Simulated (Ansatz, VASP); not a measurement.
# Cross-check of AlAu (Au-Al-Al-Au stack, (111) layers) between VASP and Ansatz, part 2 of 2

One calculation is typed for both programs; each brings its own data sets. How far apart do they land? The cell is taken from a series of runs on this material, whose earlier steps may have relaxed, scaled, displaced or heated it; both programs get it as it stands.

VASP 6.6.1 and Ansatz 0.2.0.

So far: Set-up; Ansatz: zone-centre phonons, PBEsol.

## 3. VASP: zone-centre phonons, PBEsol

Level of this step: PBEsol; plane waves and PAW (Au, Al) (VASP).

The same cell, functional, mesh and smearing now go to VASP, with its own data sets.

Lines of VASP's logs that name or quote its potential files are left out, and so is its time.

Contents of INCAR:

```
SYSTEM = AlAu
PREC = Accurate
ENCUT = 500
EDIFF = 1E-08
NELM = 120
ISMEAR = 1
SIGMA = 0.2
LREAL = .FALSE.
ALGO = Normal
GGA = PS
NBANDS = 20
LASPH = .TRUE.
LORBIT = 11
LWAVE = .FALSE.
LCHARG = .FALSE.
ISIF = 2
IBRION = 8
GGA_COMPAT = .FALSE.
NELMDL = -8
KPAR = 2
```

Contents of POSCAR:

```
AlAu
1.0
    2.9186906146      0.0000000000      0.0000000000
   -1.4593453073      2.5276602180      0.0000000000
    0.0000000000      0.0000000000     37.8296148056
Au Al
2 2
Direct
    0.0000000000      0.0000000000      0.1553554897
    0.0000000000      0.0000000000      0.3208536944
    0.3333333333      0.6666666667      0.2088721601
    0.6666666667      0.3333333333      0.2673370240
```

Contents of KPOINTS:

```
Automatic mesh
0
Gamma
6 6 1
0 0 0
```

PAW data sets: Au and Al (PBE family, release 64).

The run is started by

```console
$ mpirun -np 2 vasp_std
```

Numbers of over 12 decimals in the logs are rounded to 6 here.

The log of the run:

```text
[banner, memory and clock lines left out]
running    2 mpi-ranks, on    1 nodes
 distrk:  each k-point on    1 cores,    2 groups
 distr:  one band on    1 cores,    1 groups

 POSCAR found type information on POSCAR AuAl
 POSCAR found :  2 types and       4 ions
|                                                                             |
|               ----> ADVICE to this user running VASP <----                  |
|                                                                             |
|     You enforced a specific xc type in the INCAR file but a different       |
|     [... a line on the potential file left out ...]
|     I HOPE YOU KNOW WHAT YOU ARE DOING!                                     |
|                                                                             |

 LDA part: xc-table for (Slater+PW92), standard interpolation
 POSCAR, INCAR and KPOINTS ok, starting setup
 FFT: planning ... GRIDC
 FFT: planning ... GRID_SOFT
 FFT: planning ... GRID
 WAVECAR not read
 entering main loop
       N       E                     dE             d eps       ncg     rms          rms(c)
DAV:   1     0.179136482970E+03    0.17914E+03   -0.96254E+03   296   0.101E+03
DAV:   2    -0.704147133046E+01   -0.18618E+03   -0.17390E+03   400   0.196E+02
DAV:   3    -0.182076238243E+02   -0.11166E+02   -0.11006E+02   332   0.516E+01
DAV:   4    -0.183943569426E+02   -0.18673E+00   -0.18648E+00   396   0.764E+00
DAV:   5    -0.183980530341E+02   -0.36961E-02   -0.36959E-02   376   0.979E-01
DAV:   6    -0.183982127123E+02   -0.15968E-03   -0.15968E-03   428   0.171E-01
DAV:   7    -0.183982167544E+02   -0.40420E-05   -0.40422E-05   392   0.211E-02
DAV:   8    -0.183982170299E+02   -0.27555E-06   -0.27570E-06   428   0.428E-03    0.120E+01
DAV:   9    -0.165520267443E+02    0.18462E+01   -0.20720E+01   300   0.336E+01    0.103E+01
DAV:  10    -0.159911843936E+02    0.56084E+00   -0.22995E+00   296   0.105E+01    0.591E+00
DAV:  11    -0.159561895672E+02    0.34995E-01   -0.98528E-01   288   0.669E+00    0.111E+00
DAV:  12    -0.158938673589E+02    0.62322E-01   -0.34335E-01   316   0.418E+00    0.358E-01
DAV:  13    -0.158942451644E+02   -0.37781E-03   -0.13269E-02   336   0.603E-01    0.176E-01
DAV:  14    -0.158943030057E+02   -0.57841E-04   -0.20983E-03   340   0.262E-01    0.737E-02
[...]
DAV:  22    -0.158941942198E+02   -0.42845E-05   -0.18746E-07   272   0.111E-03    0.533E-04
DAV:  23    -0.158941949941E+02   -0.77423E-06   -0.35794E-09   232   0.224E-04    0.340E-04
DAV:  24    -0.158941959582E+02   -0.96418E-06   -0.54091E-08   236   0.647E-04    0.581E-05
DAV:  25    -0.158941966265E+02   -0.66827E-06   -0.15829E-08   216   0.262E-04    0.515E-05
DAV:  26    -0.158941967693E+02   -0.14277E-06   -0.31203E-09   224   0.113E-04    0.325E-05
DAV:  27    -0.158941968146E+02   -0.45352E-07   -0.52394E-10   216   0.603E-05    0.989E-06
DAV:  28    -0.158941968297E+02   -0.15110E-07   -0.20744E-10   224   0.458E-05    0.126E-05
DAV:  29    -0.158941968345E+02   -0.48030E-08    0.30547E-11   200   0.253E-05
   1 F= -.15894197E+02 E0= -.15893060E+02  d E =-.341023E-02
 Linear response reoptimize wavefunctions to high precision
DAV:   1    -0.158941968364E+02   -0.18599E-08    0.64343E-11   212   0.188E-05
DAV:   2    -0.158941968365E+02   -0.11642E-09    0.76871E-11   188   0.861E-06
DAV:   3    -0.158941968364E+02    0.12005E-09    0.64783E-11   164   0.624E-06
 Linear response DOF=           4
 Linear response progress:
  Degree of freedom:   1/  4
       N       E                     dE             d eps       ncg     rms          rms(c)
RMM:   1    -0.271352083420E+00   -0.27135E+00   -0.23900E-01  1320   0.347E+00
RMM:   2    -0.271282273343E+00    0.69810E-04   -0.36984E-03  1214   0.405E-01    0.100E-01
RMM:   3    -0.270563951697E+00    0.71832E-03   -0.41877E-04  1248   0.121E-01    0.498E-02
RMM:   4    -0.270162094678E+00    0.40186E-03   -0.49509E-04  1279   0.118E-01    0.134E-02
RMM:   5    -0.270121631697E+00    0.40463E-04   -0.24798E-05  1292   0.314E-02    0.584E-03
RMM:   6    -0.270024148947E+00    0.97483E-04   -0.40696E-06  1328   0.109E-02    0.142E-03
RMM:   7    -0.270019047304E+00    0.51016E-05   -0.16859E-07  1360   0.243E-03    0.911E-04
RMM:   8    -0.270013789419E+00    0.52579E-05   -0.57440E-08  1359   0.124E-03    0.194E-04
RMM:   9    -0.270007986373E+00    0.58030E-05   -0.56190E-08  1375   0.301E-04    0.791E-05
RMM:  10    -0.270008483107E+00   -0.49673E-06   -0.77670E-08  1375   0.131E-04    0.180E-05
RMM:  11    -0.270008646017E+00   -0.16291E-06   -0.11860E-08  1403   0.465E-05    0.881E-06
RMM:  12    -0.270008601438E+00    0.44579E-07   -0.39477E-09  1368   0.143E-05    0.282E-06
RMM:  13    -0.270008592189E+00    0.92486E-08    0.57484E-10  1385   0.591E-06    0.668E-07
 first order change of Fermi-energy   0.55104E-04
 force on displaced ion       1 direction 1 :  -1.115  -0.000   0.001
 Linear response progress:
  Degree of freedom:   2/  4
       N       E                     dE             d eps       ncg     rms          rms(c)
RMM:   1    -0.355239147355E+00   -0.35524E+00   -0.25647E-01   487   0.355E+00
RMM:   2    -0.353101419230E+00    0.21377E-02   -0.51072E-03   429   0.462E-01    0.124E-01
RMM:   3    -0.353134169129E+00   -0.32750E-04   -0.79305E-04   464   0.176E-01    0.133E-01
RMM:   4    -0.352884151381E+00    0.25002E-03   -0.12253E-04   467   0.609E-02    0.668E-02
RMM:   5    -0.353118428156E+00   -0.23428E-03   -0.11337E-04   495   0.619E-02    0.730E-02
RMM:   6    -0.353031054171E+00    0.87374E-04   -0.55688E-05   493   0.394E-02    0.153E-02
RMM:   7    -0.352980690131E+00    0.50364E-04   -0.68629E-06   492   0.122E-02    0.377E-03
RMM:   8    -0.352941181240E+00    0.39509E-04   -0.23991E-08   468   0.373E-03    0.103E-03
RMM:   9    -0.352926530545E+00    0.14651E-04   -0.16516E-07   481   0.112E-03    0.285E-04
RMM:  10    -0.352923826455E+00    0.27041E-05    0.74859E-08   488   0.465E-04    0.121E-04
RMM:  11    -0.352923558720E+00    0.26774E-06   -0.69833E-08   487   0.189E-04    0.593E-05
RMM:  12    -0.352924194322E+00   -0.63560E-06   -0.13892E-07   500   0.146E-04    0.424E-05
RMM:  13    -0.352925284256E+00   -0.10899E-05   -0.38048E-07   498   0.110E-04    0.281E-05
RMM:  14    -0.352925833883E+00   -0.54963E-06   -0.62175E-07   507   0.109E-04    0.119E-05
RMM:  15    -0.352926030592E+00   -0.19671E-06   -0.75644E-07   500   0.387E-05    0.867E-06
RMM:  16    -0.352926008936E+00    0.21656E-07   -0.18479E-07   482   0.131E-05    0.402E-06
RMM:  17    -0.352925986040E+00    0.22896E-07   -0.89487E-08   502   0.241E-05    0.239E-06
RMM:  18    -0.352925995463E+00   -0.94228E-08   -0.13484E-07   436   0.839E-06    0.108E-06
RMM:  19    -0.352925996177E+00   -0.71404E-09   -0.48020E-09   404   0.566E-06    0.769E-07
 first order change of Fermi-energy  -0.56666E+00
 force on displaced ion       1 direction 3 :  -0.000   0.000  -4.928
 Linear response progress:
  Degree of freedom:   3/  4
       N       E                     dE             d eps       ncg     rms          rms(c)
RMM:   1    -0.352580964960E-02   -0.35258E-02   -0.30904E-03  1542   0.339E-01
RMM:   2    -0.334858182264E-02    0.17723E-03   -0.67748E-05  1218   0.497E-02    0.357E-02
RMM:   3    -0.332433165895E-02    0.24250E-04   -0.66558E-06  1262   0.158E-02    0.213E-02
RMM:   4    -0.331867887828E-02    0.56528E-05   -0.71031E-06  1311   0.155E-02    0.222E-03
RMM:   5    -0.331754969832E-02    0.11292E-05   -0.31562E-07  1350   0.322E-03    0.690E-04
RMM:   6    -0.331708380125E-02    0.46590E-06   -0.76064E-08  1362   0.124E-03    0.550E-04
RMM:   7    -0.331704586259E-02    0.37939E-07   -0.46879E-09  1356   0.383E-04    0.165E-04
RMM:   8    -0.331705412288E-02   -0.82603E-08   -0.59725E-09  1376   0.163E-04    0.545E-05
 first order change of Fermi-energy   0.20704E-04
 force on displaced ion       3 direction 1 :  -1.908   0.000   0.000
 Linear response progress:
  Degree of freedom:   4/  4
       N       E                     dE             d eps       ncg     rms          rms(c)
RMM:   1    -0.211409774011E-01   -0.21141E-01    0.45081E-02   763   0.781E-01
RMM:   2    -0.201518111254E-01    0.98917E-03   -0.18245E-03   451   0.162E-01    0.117E-01
RMM:   3    -0.201752820555E-01   -0.23471E-04   -0.22865E-03   475   0.110E-01    0.792E-02
RMM:   4    -0.201765075938E-01   -0.12255E-05   -0.19324E-04   497   0.579E-02    0.618E-02
RMM:   5    -0.200377080552E-01    0.13880E-03   -0.29391E-04   499   0.430E-02    0.257E-02
RMM:   6    -0.200120520609E-01    0.25656E-04   -0.40863E-05   460   0.120E-02    0.390E-03
RMM:   7    -0.200040295856E-01    0.80225E-05   -0.47804E-06   480   0.312E-03    0.196E-03
RMM:   8    -0.200014222518E-01    0.26073E-05    0.58443E-06   474   0.223E-03    0.697E-04
RMM:   9    -0.200020319459E-01   -0.60969E-06    0.19631E-06   480   0.721E-04    0.250E-04
RMM:  10    -0.200022988234E-01   -0.26688E-06   -0.48795E-09   485   0.213E-04    0.928E-05
RMM:  11    -0.200023627667E-01   -0.63943E-07   -0.12815E-07   480   0.133E-04    0.516E-05
RMM:  12    -0.200023260246E-01    0.36742E-07   -0.21226E-07   493   0.881E-05    0.281E-05
RMM:  13    -0.200022708512E-01    0.55173E-07   -0.93128E-09   503   0.105E-04    0.136E-05
RMM:  14    -0.200022614870E-01    0.93642E-08    0.33581E-09   506   0.383E-05    0.764E-06
 first order change of Fermi-energy   0.62955E+00
 force on displaced ion       3 direction 3 :  -0.000  -0.000  -8.410
 Linear response finished
```

Parts of OUTCAR (step 3):

```text
ion  position               nearest neighbor table
   1  0.000  0.000  0.155-   3 2.63   3 2.63   3 2.63
   2  0.000  0.000  0.321-   4 2.63   4 2.63   4 2.63
   3  0.333  0.667  0.209-   1 2.63   1 2.63   1 2.63   4 2.78   4 2.78   4 2.78
   4  0.667  0.333  0.267-   2 2.63   2 2.63   2 2.63   3 2.78   3 2.78   3 2.78

  LATTYP: Found a hexagonal cell.
 ALAT       =     2.9186906146
 C/A-ratio  =    12.9611595749

 Subroutine GETGRP returns: Found 12 space group operations
 (whereof  6 operations were pure point group operations)

The static configuration has the point symmetry C_3v.
 The point group associated with its full space group is D_3d.

 Found      7 irreducible k-points:

   k-points           NKPTS =      7   k-points in BZ     NKDIM =      7   number of bands    NBANDS=     20

   dimension x,y,z NGX =    24 NGY =   24 NGZ =  280
   dimension x,y,z NGXF=    48 NGYF=   48 NGZF=  560

   ENCUT  =  500.0 eV  36.75 Ry    6.06 a.u.   5.32  5.32 68.97*2*pi/ulx,y,z

   NELECT =      28.0000    total number of electrons

 k-points in reciprocal lattice and weights: Automatic mesh
   0.00000000  0.00000000  0.00000000       0.028
   0.16666667  0.00000000  0.00000000       0.167
   0.33333333  0.00000000  0.00000000       0.167
   0.50000000  0.00000000  0.00000000       0.083
   0.16666667  0.16666667  0.00000000       0.167
   0.33333333  0.16666667  0.00000000       0.333
   0.33333333  0.33333333  0.00000000       0.056

 average (electrostatic) potential at core
       1 -75.2319       2 -75.2319       3 -81.9573       4 -81.9573

  Total       -0.1521809     -0.1521809      0.5739094      0.0000000      0.0000000     -0.0000000
  in kB       -0.8736391     -0.8736391      3.2946951      0.0000000      0.0000000     -0.0000000
  external PRESSURE =       0.5158057 kB  Pullay stress =       0.0000000 kB

  energy-cutoff  :      500.00
  volume of cell :      279.09
      direct lattice vectors                 reciprocal lattice vectors
     2.918690615  0.000000000  0.000000000     0.342619391  0.197811397  0.000000000
    -1.459345307  2.527660218  0.000000000     0.000000000  0.395622795  0.000000000
     0.000000000  0.000000000 37.829614806     0.000000000  0.000000000  0.026434316

 POSITION                                       TOTAL-FORCE (eV/Angst)
 -----------------------------------------------------------------------------------
      0.00000      0.00000      5.87704         0.000000      0.000000     -0.109908
      0.00000      0.00000     12.13777        -0.000000     -0.000000      0.109908
     -0.00000      1.68511      7.90155        -0.000000      0.000000      0.040667
      1.45935      0.84255     10.11326        -0.000000     -0.000000     -0.040667
 -----------------------------------------------------------------------------------
    total drift:                               -0.000000      0.000000     -0.000023

 Eigenvectors and eigenvalues of the dynamical matrix
 ----------------------------------------------------

   1 f  =   10.563698 THz    66.373674 2PiTHz  352.367049 cm-1    43.687926 meV
             X         Y         Z           dx          dy          dz
      0.000000  0.000000  5.877038    -0.000000   -0.000000    0.125106
      0.000000  0.000000 12.137772     0.000000    0.000000   -0.125106
     -0.000000  1.685107  7.901553     0.000000    0.000000   -0.695951
      1.459345  0.842553 10.113257    -0.000000   -0.000000    0.695951

   2 f  =    7.086399 THz    44.525157 2PiTHz  236.376823 cm-1    29.306978 meV
             X         Y         Z           dx          dy          dz
      0.000000  0.000000  5.877038     0.000000    0.000000   -0.245249
      0.000000  0.000000 12.137772    -0.000000   -0.000000   -0.245249
     -0.000000  1.685107  7.901553    -0.000000   -0.000000    0.663214
      1.459345  0.842553 10.113257     0.000000    0.000000    0.663214

   3 f  =    4.959680 THz    31.162587 2PiTHz  165.437111 cm-1    20.511578 meV
             X         Y         Z           dx          dy          dz
      0.000000  0.000000  5.877038    -0.114913    0.000000   -0.000000
      0.000000  0.000000 12.137772     0.114913   -0.000000    0.000000
     -0.000000  1.685107  7.901553     0.697707   -0.000002    0.000000
      1.459345  0.842553 10.113257    -0.697707    0.000002    0.000000

   4 f  =    4.959680 THz    31.162587 2PiTHz  165.437111 cm-1    20.511578 meV
             X         Y         Z           dx          dy          dz
      0.000000  0.000000  5.877038     0.000000    0.114913   -0.000000
      0.000000  0.000000 12.137772    -0.000000   -0.114913    0.000000
     -0.000000  1.685107  7.901553    -0.000002   -0.697707   -0.000000
      1.459345  0.842553 10.113257     0.000002    0.697707   -0.000000

   5 f  =    3.471330 THz    21.811007 2PiTHz  115.791092 cm-1    14.356259 meV
             X         Y         Z           dx          dy          dz
      0.000000  0.000000  5.877038     0.245620   -0.000001   -0.000000
      0.000000  0.000000 12.137772     0.245620   -0.000001    0.000000
     -0.000000  1.685107  7.901553    -0.663077    0.000004   -0.000000
      1.459345  0.842553 10.113257    -0.663077    0.000004    0.000000

   6 f  =    3.471330 THz    21.811007 2PiTHz  115.791092 cm-1    14.356259 meV
             X         Y         Z           dx          dy          dz
      0.000000  0.000000  5.877038    -0.000001   -0.245620   -0.000000
      0.000000  0.000000 12.137772    -0.000001   -0.245620    0.000000
     -0.000000  1.685107  7.901553     0.000004    0.663077   -0.000000
      1.459345  0.842553 10.113257     0.000004    0.663077   -0.000000

   7 f  =    1.668284 THz    10.482136 2PiTHz   55.647959 cm-1     6.899464 meV
             X         Y         Z           dx          dy          dz
      0.000000  0.000000  5.877038     0.000000   -0.000000    0.695951
      0.000000  0.000000 12.137772     0.000000   -0.000000   -0.695951
     -0.000000  1.685107  7.901553     0.000000    0.000000    0.125106
      1.459345  0.842553 10.113257     0.000000    0.000000   -0.125106

   8 f  =    0.825354 THz     5.185852 2PiTHz   27.530847 cm-1     3.413388 meV
             X         Y         Z           dx          dy          dz
      0.000000  0.000000  5.877038     0.697707   -0.000023    0.000000
      0.000000  0.000000 12.137772    -0.697707    0.000023   -0.000000
     -0.000000  1.685107  7.901553     0.114913   -0.000004    0.000000
      1.459345  0.842553 10.113257    -0.114913    0.000004   -0.000000

   9 f  =    0.825354 THz     5.185852 2PiTHz   27.530847 cm-1     3.413388 meV
             X         Y         Z           dx          dy          dz
      0.000000  0.000000  5.877038    -0.000023   -0.697707   -0.000000
      0.000000  0.000000 12.137772     0.000023    0.697707   -0.000000
     -0.000000  1.685107  7.901553    -0.000004   -0.114913    0.000000
      1.459345  0.842553 10.113257     0.000004    0.114913   -0.000000

  10 f/i=    0.000953 THz     0.005989 2PiTHz    0.031797 cm-1     0.003942 meV
             X         Y         Z           dx          dy          dz
      0.000000  0.000000  5.877038    -0.517686    0.414333   -0.000000
      0.000000  0.000000 12.137772    -0.517686    0.414333   -0.000000
     -0.000000  1.685107  7.901553    -0.191763    0.153479   -0.000000
      1.459345  0.842553 10.113257    -0.191763    0.153479   -0.000000

  11 f/i=    0.000953 THz     0.005989 2PiTHz    0.031797 cm-1     0.003942 meV
             X         Y         Z           dx          dy          dz
      0.000000  0.000000  5.877038     0.414333    0.517686   -0.000000
      0.000000  0.000000 12.137772     0.414333    0.517686   -0.000000
     -0.000000  1.685107  7.901553     0.153479    0.191763   -0.000000
      1.459345  0.842553 10.113257     0.153479    0.191763   -0.000000

  12 f/i=    0.002017 THz     0.012674 2PiTHz    0.067282 cm-1     0.008342 meV
             X         Y         Z           dx          dy          dz
      0.000000  0.000000  5.877038    -0.000000   -0.000000   -0.663214
      0.000000  0.000000 12.137772    -0.000000   -0.000000   -0.663214
     -0.000000  1.685107  7.901553    -0.000000   -0.000000   -0.245249
      1.459345  0.842553 10.113257    -0.000000   -0.000000   -0.245249

 ELASTIC MODULI CONTR FROM IONIC RELAXATION (kBar)
 Direction    XX          YY          ZZ          XY          YZ          ZX
 --------------------------------------------------------------------------------
 XX        -196.4033   -172.1251   -225.1160     -0.0000      7.1593     -0.0000
 YY        -172.1251   -196.4033   -225.1160     -0.0000     -7.1593      0.0000
 ZZ        -225.1160   -225.1160   -275.1685     -0.0000     -0.0000     -0.0000
 XY          -0.0000     -0.0000     -0.0000    -12.1391      0.0000     -5.6296
 YZ           7.1593     -7.1593     -0.0000      0.0000     -4.4975      0.0000
 ZX          -0.0000      0.0000     -0.0000     -5.6296      0.0000    -35.2521
 --------------------------------------------------------------------------------
```

## 4. Comparison

Known differences besides the potentials themselves: Ansatz cuts the interaction across the vacuum, VASP repeats the sheet without a dipole correction; VASP's run holds the zone centre alone; the data sets hold 44 valence electrons in Ansatz (on its PAW soft_1 files) and 28 in VASP; the cutoff is 420 eV in Ansatz and 500 eV in VASP; Ansatz makes its cores anew for this functional, VASP keeps those of its PBE data sets. Total energies have different zeros and are not compared.

Both answers:

| quantity | Ansatz | VASP | difference |
| --- | --- | --- | --- |
| optical mode 1 to 2 (cm⁻¹) | 27.0 | 27.5 | -0.5 |
| optical mode 3 (cm⁻¹) | 55.5 | 55.6 | -0.32 % |
| optical mode 4 to 5 (cm⁻¹) | 115.0 | 115.8 | -0.71 % |
| optical mode 6 to 7 (cm⁻¹) | 164.6 | 165.4 | -0.51 % |
| optical mode 8 (cm⁻¹) | 237.8 | 236.4 | +0.61 % |
| optical mode 9 (cm⁻¹) | 352.4 | 352.4 | +0.00 % |

Modes are paired by rising frequency, not by their patterns, so a pair may set unlike modes beside each other; they are those without the splitting of longitudinal modes. Where the cell holds vacuum, a pressure given here is an average over it and none of the material.

## 5. Results

```
r.m.s. difference of the optical zone-centre modes, each program's sorted by frequency (zone-centre phonons, PBEsol) : 0.77 cm⁻¹
difference in optical mode 4 to 5 (zone-centre phonons, PBEsol)                                                      : -0.7 %
```

The r.m.s. difference of the optical zone-centre modes, each program's sorted by frequency is 0.77 cm⁻¹ (zone-centre phonons, PBEsol). The data sets hold unlike numbers of valence electrons (44 in Ansatz and 28 in VASP), so part of the differences may come from the potentials. Among the rows given in per cent, the largest difference of the zone-centre phonons, PBEsol pair is in optical mode 4 to 5, -0.7 %. Such differences can come from data sets, numerical settings and the points named under the comparisons, not from the functional's error against experiment.

[Lines on the potential files, build, host, timing and source positions are cut from VASP's logs without a mark.]

[Logs are printed without paths, hosts, clocks, repeated set-up lines and the standing remarks that a program may print on its own settings, such as how far it seeks lower states.]

[Hosts, paths, dates, database ids (printed as entryN), source tags and the programs' standing remarks are cut or masked in the printed files.]
